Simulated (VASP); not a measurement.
# ZnS (Wurtzite-2H) with PBE: from relaxation to properties, part 5 of 5

Aim: relax ZnS (Wurtzite-2H), then compute properties on the relaxed cell. The start is a cell from a database of measured crystal structures.

VASP 6.6.1; PBE; plane waves and PAW (Zn, S).

So far, gap on the k-mesh (eV): 2.09 in steps 2, 6 and 7. The relaxed cell has a = 3.844, c = 6.301 Å (conventional setting).

The database entry behind the starting cell has ideal inner coordinates that were not refined, so it need not match the best structure at ambient conditions.

## Step 8: Zone-centre phonons (PBE) (continued)

OUTCAR, selected parts (step 8):

```text
   k-points           NKPTS =     84   k-points in BZ     NKDIM =     84   number of bands    NBANDS=     24

   NELECT =      36.0000    total number of electrons

  Total        0.0034947      0.0034947      0.0145044      0.0000000     -0.0000000      0.0000000
  in kB        0.0694217      0.0694217      0.2881278      0.0000000     -0.0000000      0.0000000
  external PRESSURE =       0.1423237 kB  Pullay stress =       0.0000000 kB

 POSITION                                       TOTAL-FORCE (eV/Angst)
 -----------------------------------------------------------------------------------
     -0.00000      2.21960      0.00080         0.000000      0.000000      0.005832
      1.92223      1.10980      3.15141        -0.000000      0.000000      0.005832
     -0.00000      2.21960      2.36215         0.000000     -0.000000     -0.005832
      1.92223      1.10980      5.51276        -0.000000      0.000000     -0.005832
 -----------------------------------------------------------------------------------
    total drift:                               -0.000000     -0.000000      0.001774

 MACROSCOPIC STATIC DIELECTRIC TENSOR (including local field effects in DFT)
 ------------------------------------------------------
           5.797288     0.000000     0.000000
           0.000000     5.797288     0.000000
          -0.000000     0.000000     5.908434
 ------------------------------------------------------

 PIEZOELECTRIC TENSOR (including local field effects)  for field in x, y, z        (C/m^2)
          XX          YY          ZZ          XY          YZ          ZX
  --------------------------------------------------------------------------------
  x     0.00000     0.00000     0.00000     0.00000     0.00000     0.37477
  y     0.00000     0.00000     0.00000    -0.00000     0.37477     0.00000
  z     0.36169     0.36169    -0.75413     0.00000     0.00000     0.00000

 BORN EFFECTIVE CHARGES (including local field effects) (in |e|, cummulative output)
 ---------------------------------------------------------------------------------
 ion    1
    1     1.96919     0.00000     0.00000
    2     0.00000     1.96919     0.00000
    3     0.00000     0.00000     2.07064
 ion    2
    1     1.96919     0.00000     0.00000
    2     0.00000     1.96919     0.00000
    3    -0.00000     0.00000     2.07064
 ion    3
    1    -1.96919    -0.00000     0.00000
    2    -0.00000    -1.96919    -0.00000
    3     0.00000     0.00000    -2.07064
 ion    4
    1    -1.96919    -0.00000     0.00000
    2    -0.00000    -1.96919     0.00000
    3    -0.00000     0.00000    -2.07064

 Eigenvectors and eigenvalues of the dynamical matrix
 ----------------------------------------------------

   1 f  =    9.670329 THz    60.760468 2PiTHz  322.567446 cm-1    39.993248 meV
             X         Y         Z           dx          dy          dz
     -0.000000  2.219596  0.000804     0.000000    0.000000    0.117110
      1.922227  1.109798  3.151414    -0.000000   -0.000000   -0.117110
     -0.000000  2.219596  2.362154     0.000000    0.000000   -0.697341
      1.922227  1.109798  5.512765    -0.000000   -0.000000    0.697341

   2 f  =    8.133742 THz    51.105805 2PiTHz  271.312413 cm-1    33.638437 meV
             X         Y         Z           dx          dy          dz
     -0.000000  2.219596  0.000804     0.333875    0.099179    0.000000
      1.922227  1.109798  3.151414    -0.333875   -0.099179    0.000000
     -0.000000  2.219596  2.362154     0.589902    0.175233   -0.000000
      1.922227  1.109798  5.512765    -0.589902   -0.175233   -0.000000

   3 f  =    8.133742 THz    51.105805 2PiTHz  271.312413 cm-1    33.638437 meV
             X         Y         Z           dx          dy          dz
     -0.000000  2.219596  0.000804     0.099179   -0.333875   -0.000000
      1.922227  1.109798  3.151414    -0.099179    0.333875   -0.000000
     -0.000000  2.219596  2.362154     0.175233   -0.589902    0.000000
[...]
1.922227  1.109798  3.151414     0.115175   -0.387708   -0.000000
     -0.000000  2.219596  2.362154    -0.165169    0.556000    0.000000
      1.922227  1.109798  5.512765    -0.165169    0.556000    0.000000

   6 f  =    7.764919 THz    48.788428 2PiTHz  259.009834 cm-1    32.113112 meV
             X         Y         Z           dx          dy          dz
     -0.000000  2.219596  0.000804     0.000000    0.000000   -0.403515
      1.922227  1.109798  3.151414     0.000000    0.000000   -0.403515
     -0.000000  2.219596  2.362154    -0.000000   -0.000000    0.580669
      1.922227  1.109798  5.512765    -0.000000   -0.000000    0.580669

   7 f  =    5.600608 THz    35.189658 2PiTHz  186.816175 cm-1    23.162243 meV
             X         Y         Z           dx          dy          dz
     -0.000000  2.219596  0.000804    -0.000000    0.000000   -0.697341
      1.922227  1.109798  3.151414    -0.000000   -0.000000    0.697341
     -0.000000  2.219596  2.362154    -0.000000    0.000000   -0.117110
      1.922227  1.109798  5.512765     0.000000    0.000000    0.117110

   8 f  =    2.035709 THz    12.790740 2PiTHz   67.903959 cm-1     8.419014 meV
             X         Y         Z           dx          dy          dz
     -0.000000  2.219596  0.000804    -0.589904   -0.175226    0.000000
      1.922227  1.109798  3.151414     0.589904    0.175226    0.000000
     -0.000000  2.219596  2.362154     0.333876    0.099175    0.000000
      1.922227  1.109798  5.512765    -0.333876   -0.099175    0.000000

   9 f  =    2.035709 THz    12.790740 2PiTHz   67.903959 cm-1     8.419014 meV
             X         Y         Z           dx          dy          dz
     -0.000000  2.219596  0.000804     0.175226   -0.589904   -0.000000
      1.922227  1.109798  3.151414    -0.175226    0.589904   -0.000000
     -0.000000  2.219596  2.362154    -0.099175    0.333876   -0.000000
      1.922227  1.109798  5.512765     0.099175   -0.333876   -0.000000

  10 f/i=    0.015825 THz     0.099431 2PiTHz    0.527864 cm-1     0.065447 meV
             X         Y         Z           dx          dy          dz
     -0.000000  2.219596  0.000804    -0.042426    0.578461    0.000000
      1.922227  1.109798  3.151414    -0.042426    0.578461    0.000000
     -0.000000  2.219596  2.362154    -0.029584    0.403370    0.000000
      1.922227  1.109798  5.512765    -0.029584    0.403370    0.000000

  11 f/i=    0.015825 THz     0.099431 2PiTHz    0.527864 cm-1     0.065447 meV
             X         Y         Z           dx          dy          dz
     -0.000000  2.219596  0.000804     0.578461    0.042426   -0.000000
      1.922227  1.109798  3.151414     0.578461    0.042426   -0.000000
     -0.000000  2.219596  2.362154     0.403370    0.029584   -0.000000
      1.922227  1.109798  5.512765     0.403370    0.029584   -0.000000

  12 f/i=    0.027986 THz     0.175844 2PiTHz    0.933525 cm-1     0.115742 meV
             X         Y         Z           dx          dy          dz
     -0.000000  2.219596  0.000804    -0.000000    0.000000   -0.580669
      1.922227  1.109798  3.151414    -0.000000    0.000000   -0.580669
     -0.000000  2.219596  2.362154    -0.000000    0.000000   -0.403515
      1.922227  1.109798  5.512765    -0.000000    0.000000   -0.403515

 MACROSCOPIC STATIC DIELECTRIC TENSOR IONIC CONTRIBUTION
 ------------------------------------------------------
           3.117721     0.000000    -0.000000
           0.000000     3.117721     0.000000
          -0.000000     0.000000     3.634075
 ------------------------------------------------------

 ELASTIC MODULI CONTR FROM IONIC RELAXATION (kBar)
 Direction    XX          YY          ZZ          XY          YZ          ZX
 --------------------------------------------------------------------------------
 XX        -256.4696    114.3149    127.5442     -0.0000     -0.0000      0.0000
 YY         114.3149   -256.4696    127.5442     -0.0000     -0.0000     -0.0000
 ZZ         127.5442    127.5442   -228.8706      0.0000      0.0000     -0.0000
 XY          -0.0000     -0.0000      0.0000   -185.3923      0.0000      0.0000
 YZ          -0.0000      0.0000      0.0000      0.0000    -61.8759     -0.0000
 ZX           0.0000     -0.0000     -0.0000      0.0000     -0.0000    -74.7935
 --------------------------------------------------------------------------------

 PIEZOELECTRIC TENSOR IONIC CONTR  for field in x, y, z        (C/m^2)
          XX          YY          ZZ          XY          YZ          ZX
  --------------------------------------------------------------------------------
  x     0.00000    -0.00000    -0.00000     0.00000    -0.00000    -0.45438
  y    -0.00000    -0.00000     0.00000     0.00000    -0.41329    -0.00000
  z    -0.47823    -0.47823     0.85815    -0.00000    -0.00000     0.00000

[... 7 parts as in an earlier step ...]

[... 3 further parts left out ...]
```

Energies printed during the response cycles are not total energies of the cell.

This step gave:

| Item | Value |
| --- | --- |
| irreducible k-points | 84 |
| pressure of the cell | 0.01423 GPa |
| largest force of the cell | 0.005832 eV/Å |
| Fermi energy | 2.180 eV |
| gap on the k-mesh | 2.086 eV |
| least direct gap on the k-mesh | 2.086 eV |

Electronic dielectric tensor with local fields:

```
5.80 0.00 0.00
0.00 5.80 0.00
0.00 0.00 5.91
```

Ionic part of the static dielectric tensor:

```
3.12 0.00 0.00
0.00 3.12 0.00
0.00 0.00 3.63
```

Born effective charge (e), principal values of the symmetric part by kind of site:

```csv
atom,atoms with these values,low,middle,high,mean
Zn1,2,1.97,1.97,2.07,2.00
S3,2,-2.07,-1.97,-1.97,-2.00
```

In full for S3:

```
-1.97  0.00  0.00
 0.00 -1.97  0.00
 0.00  0.00 -2.07
```

Infrared lines, with heights relative to the strongest:

```csv
position (cm⁻¹),lines merged,"squared mode dipole, relative"
68,2,0.0
187,1,0.0
259,1,55
266,2,100
271,2,0.0
323,1,0.0
```

Transverse limit, no LO-TO splitting. The modes at Γ (shares of kinetic energy by element, %):

```csv
mode,frequency (cm⁻¹),symmetry,IR,Zn %,S %
1,-0.9,acoustic,5.2e-6,67,33
2,-0.5,acoustic,1.4e-6,67,33
3,-0.5,acoustic,1.4e-6,67,33
4,67.9,E2,0,76,24
5,67.9,E2,0,76,24
6,186.8,B,0,97,3
7,259.0,A1,0.40,33,67
8,265.8,E1,0.36,33,67
9,265.8,E1,0.36,33,67
10,271.3,E2,0,24,76
11,271.3,E2,0,24,76
12,322.6,B,0,3,97
```

Displacements in mode 4 (67.9 cm⁻¹), the largest set to 1:
```
Zn1  0.30 -1.00  0.00
Zn2 -0.30  1.00  0.00
S3  -0.24  0.81  0.00
S4   0.24 -0.81  0.00
```

Displacements in mode 6 (186.8 cm⁻¹), the largest set to 1:
```
Zn1  0.00  0.00 -1.00
Zn2  0.00  0.00  1.00
S3   0.00  0.00 -0.24
S4   0.00  0.00  0.24
```

Piezoelectric tensor, ionic part (C/m²), by row:

```csv
field,xx,yy,zz,xy,yz,zx
x,0,0,0,0,0,-0.4544
y,0,0,0,0,-0.4133,0
z,-0.4782,-0.4782,0.8581,0,0,0
```

Piezoelectric tensor with clamped ions (C/m²), by row:

```csv
field,xx,yy,zz,xy,yz,zx
x,0,0,0,0,0,0.3748
y,0,0,0,0,0.3748,0
z,0.3617,0.3617,-0.7541,0,0,0
```

The Born charges sum to zero; the printed set may have that rule imposed, so this is no test. Born charges and mode vectors give each infrared mode its dipole; summed over the modes, dipole squared over frequency squared adds 3.29 to the electronic 5.83, for a mean static constant of 9.12. By the characters of their eigenvectors the optical modes sort into (cm⁻¹) Raman active: E2 68, A1 259, E1 266, E2 271; infrared active: A1 259, E1 266; silent: B 187, B 323. B labels carry no number here, since it depends on the setting of the axes.

## Step 9: Band structure (PBE), changed input

Levels along the symmetry lines show where the bands peak and cross; KPOINTS_OPT computes them in the converged potential. Some settings are moved from the usual, to see what they do.

The input, INCAR:

```
SYSTEM = ZnS
PREC = Accurate
ENCUT = 400
EDIFF = 1E-06
NELM = 100
ISMEAR = -5
SIGMA = 0.2
LREAL = .FALSE.
ALGO = Normal
GGA = PE
NBANDS = 32
LORBIT = 11
LWAVE = .FALSE.
LCHARG = .FALSE.
KPAR = 4
```

The input, POSCAR:

```
ZnS
1.0
    3.8444531745      0.0000000000      0.0000000000
   -1.9222265872      3.3293941127      0.0000000000
    0.0000000000      0.0000000000      6.3012208745
Zn S
2 2
Direct
    0.3333333333      0.6666666667      0.0001275312
    0.6666666667      0.3333333333      0.5001275312
    0.3333333333      0.6666666667      0.3748724688
    0.6666666667      0.3333333333      0.8748724688
```

The input, KPOINTS:

```
Automatic mesh
0
Gamma
4 4 2
0 0 0
```

The input, KPOINTS_OPT:

```
Line mode
16
Line-mode
Reciprocal
  0.00000000   0.00000000   0.00000000 GAMMA
  0.50000000   0.00000000   0.00000000 M

  0.50000000   0.00000000   0.00000000 M
  0.33333333   0.33333333   0.00000000 K

  0.33333333   0.33333333   0.00000000 K
  0.00000000   0.00000000   0.00000000 GAMMA

  0.00000000   0.00000000   0.00000000 GAMMA
  0.00000000   0.00000000   0.50000000 A

  0.00000000   0.00000000   0.50000000 A
  0.50000000   0.00000000   0.50000000 L

  0.50000000   0.00000000   0.50000000 L
  0.33333333   0.33333333   0.50000000 H

  0.33333333   0.33333333   0.50000000 H
  0.00000000   0.00000000   0.50000000 A

  0.50000000   0.00000000   0.50000000 L
  0.50000000   0.00000000   0.00000000 M

  0.33333333   0.33333333   0.00000000 K
  0.33333333   0.33333333   0.50000000 H
```

Potentials, in the order of the species: Zn and S (PBE family, release 64).

Command:

```
mpirun -np 4 vasp_std
```

Log:

```text
[... set-up lines as in an earlier step ...]
 entering main loop
       N       E                     dE             d eps       ncg     rms          rms(c)
DAV:   1     0.238642696535E+03    0.23864E+03   -0.13822E+04   520   0.111E+03
DAV:   2     0.113815825409E+02   -0.22726E+03   -0.21193E+03   512   0.290E+02
DAV:   3    -0.139163201628E+02   -0.25298E+02   -0.24931E+02   600   0.939E+01
DAV:   4    -0.145077834398E+02   -0.59146E+00   -0.59062E+00   624   0.151E+01
DAV:   5    -0.145146447197E+02   -0.68613E-02   -0.68609E-02   584   0.154E+00    0.931E+00
DAV:   6    -0.136662067582E+02    0.84844E+00   -0.11674E+00   784   0.293E+01    0.722E+00
DAV:   7    -0.136436860276E+02    0.22521E-01   -0.85125E-01   576   0.501E+00    0.338E+00
DAV:   8    -0.136414343537E+02    0.22517E-02   -0.16536E-02   592   0.678E-01    0.883E-01
DAV:   9    -0.136419142549E+02   -0.47990E-03   -0.30988E-03   608   0.365E-01    0.217E-01
DAV:  10    -0.136420856309E+02   -0.17138E-03   -0.24168E-04   584   0.930E-02    0.742E-02
DAV:  11    -0.136422802083E+02   -0.19458E-03   -0.18692E-04   552   0.742E-02    0.291E-02
DAV:  12    -0.136422841710E+02   -0.39627E-05   -0.17733E-05   640   0.554E-02    0.120E-02
DAV:  13    -0.136422860407E+02   -0.18697E-05   -0.48832E-06   560   0.233E-02    0.128E-03
DAV:  14    -0.136422859991E+02    0.41615E-07   -0.56065E-07   464   0.784E-03
   1 F= -.13642286E+02 E0= -.13642286E+02  d E =0.000000E+00
 -----------------------------------------------------------------------------
|                                                                             |
|           W    W    AA    RRRRR   N    N  II  N    N   GGGG   !!!           |
|           W    W   A  A   R    R  NN   N  II  NN   N  G    G  !!!           |
|           W    W  A    A  R    R  N N  N  II  N N  N  G       !!!           |
|           W WW W  AAAAAA  RRRRR   N  N N  II  N  N N  G  GGG   !            |
|           WW  WW  A    A  R   R   N   NN  II  N   NN  G    G                |
|           W    W  A    A  R    R  N    N  II  N    N   GGGG   !!!           |
|                                                                             |
|     Changing the smearing to ISMEAR=1 (the default) for those parts of      |
|     this job that use k-points specified in line-mode.                      |
|                                                                             |
 -----------------------------------------------------------------------------

 Start KPOINTS_OPT (optional k-point list driver)
k-point batch [1-8\144]
       N       E                     dE             ncg
DAV:   1     0.109670270980E+04   -0.20096E+03      520
DAV:   2    -0.739340745356E+03   -0.18360E+04      536
DAV:   3    -0.939440406623E+03   -0.20010E+03      592
DAV:   4    -0.943756330481E+03   -0.43159E+01      592
DAV:   5    -0.943800588266E+03   -0.44258E-01      600
DAV:   6    -0.943801406536E+03   -0.81827E-03      600
DAV:   7    -0.943801424958E+03   -0.18422E-04      584
DAV:   8    -0.943801425354E+03   -0.39614E-06      456
[...]
k-point batch [137-144\144]
       N       E                     dE             ncg
DAV:   1     0.956339432824E+03   -0.78841E+04      512
DAV:   2    -0.852750676421E+03   -0.18091E+04      528
DAV:   3    -0.104701307386E+04   -0.19426E+03      616
DAV:   4    -0.105106780041E+04   -0.40547E+01      640
DAV:   5    -0.105111324272E+04   -0.45442E-01      664
DAV:   6    -0.105111404430E+04   -0.80157E-03      640
DAV:   7    -0.105111406209E+04   -0.17793E-04      656
DAV:   8    -0.105111406247E+04   -0.37819E-06      480
```

Wall time 40 s (4 MPI ranks of Intel Xeon Platinum 8259CL at 2.50GHz (Skylake/Cascade Lake), shared host); peak memory 0.72 GiB; 2.1 min of CPU time.

OUTCAR, selected parts (step 9):

```text
   k-points           NKPTS =      8   k-points in BZ     NKDIM =      8   number of bands    NBANDS=     32

   NELECT =      36.0000    total number of electrons

 E-fermi :   1.9399

 k-point     1 :       0.0000    0.0000    0.0000
  band No.  band energies     occupation
    ...
     14       1.0789      2.00000
     15       1.0789      2.00000
     16       1.8648      2.00000
     17       1.9370      2.00000
     18       1.9370      2.00000
     19       4.0181      0.00000
     20       4.9754      0.00000
     21       8.2516      0.00000
     22       8.2516      0.00000
     23       8.5209      0.00000
    ...

  Total        0.1272298      0.1272298     -0.0648250      0.0000000     -0.0000000      0.0000000
  in kB        2.5274049      2.5274049     -1.2877418      0.0000000     -0.0000000      0.0000000
  external PRESSURE =       1.2556893 kB  Pullay stress =       0.0000000 kB

 POSITION                                       TOTAL-FORCE (eV/Angst)
 -----------------------------------------------------------------------------------
     -0.00000      2.21960      0.00080         0.000000     -0.000000      0.021066
      1.92223      1.10980      3.15141         0.000000      0.000000      0.021066
     -0.00000      2.21960      2.36215        -0.000000      0.000000     -0.021066
      1.92223      1.10980      5.51276        -0.000000     -0.000000     -0.021066
 -----------------------------------------------------------------------------------
    total drift:                               -0.000000     -0.000000      0.001778

  FREE ENERGIE OF THE ION-ELECTRON SYSTEM (eV)
  ---------------------------------------------------
  free  energy   TOTEN  =       -13.6422859991 eV

  energy  without entropy=      -13.6422859991  energy(sigma->0) =      -13.64228600

[... 7 parts as in an earlier step ...]

[... 9 further parts left out ...]
```

The run converged; its settings lie outside those of the reference runs, so its numbers are set aside.

Against the sound run on this cell (bands along the symmetry lines (PBE)) the energy at zero smearing moves by +11.4 meV an atom and the pressure by +0.11 GPa.

Settings moved from the usual: k-mesh = 4×4×2, ISMEAR = -5 and SIGMA = 0.2.

With tetrahedra SIGMA is not used. The mesh holds 8 irreducible points against 30.

## Step 10: Outcome

* relaxed volume: 20.16 Å³/atom
* relaxed conventional cell a, b, c: 3.844, 3.844, 6.301 Å; angles 90.0, 90.0, 120.0°
* space group after relaxing, within 0.02 Å: P6_3mc (No. 186)
* band gap: 2.09 eV, direct
* gap among the points of the DOS mesh alone, an upper bound: 2.09 eV
* largest field gradient Vzz: 2.33 V/Å² on S3
* static dielectric constant from modes and Born charges, mean: 9.12
* electronic dielectric constant, mean: 5.83
* highest zone-centre mode: 323 cm⁻¹

What this shows: With PBE, ZnS (Wurtzite-2H) relaxes to 20.16 Å³/atom in space group P6_3mc (held by the symmetry of the run) and has a direct gap of 2.09 eV. Against the listed cell the volume lies +2.1 % (a +0.7 %, c +0.7 %). Zone-centre phonons (PBE): The principal values of the ionic part of the static dielectric tensor are 3.12, 3.12 and 3.63. Zone-centre phonons (PBE): Mean Born effective charge: Zn1 2.00, S3 -2.00 e. Zone-centre phonons (PBE): The strongest infrared line lies at 266 cm⁻¹, followed by 259. Zone-centre phonons (PBE): The highest mode in this list at Γ, 322.6 cm⁻¹, is mostly motion of S (97 % of the kinetic energy). Semilocal functionals usually underestimate gaps. Modes at Γ alone can't show that the crystal is stable at other wave vectors, and the LO-TO splitting is not included. No search among competing phases was made, and a listed structure need not be the one stable at ambient conditions. All values are for a static lattice at zero temperature.

[Lines on the potential files, build, host, timing and source positions are cut from VASP's logs without a mark.]

[Logs are printed without paths, hosts, clocks, repeated set-up lines and the standing remarks that a program may print on its own settings, such as how far it seeks lower states.]

[Hosts, paths, dates, database ids (printed as entryN), source tags and the programs' standing remarks are cut or masked in the printed files.]

[A measured line is paired with the nearest computed mode of its activity, which favours agreement.]
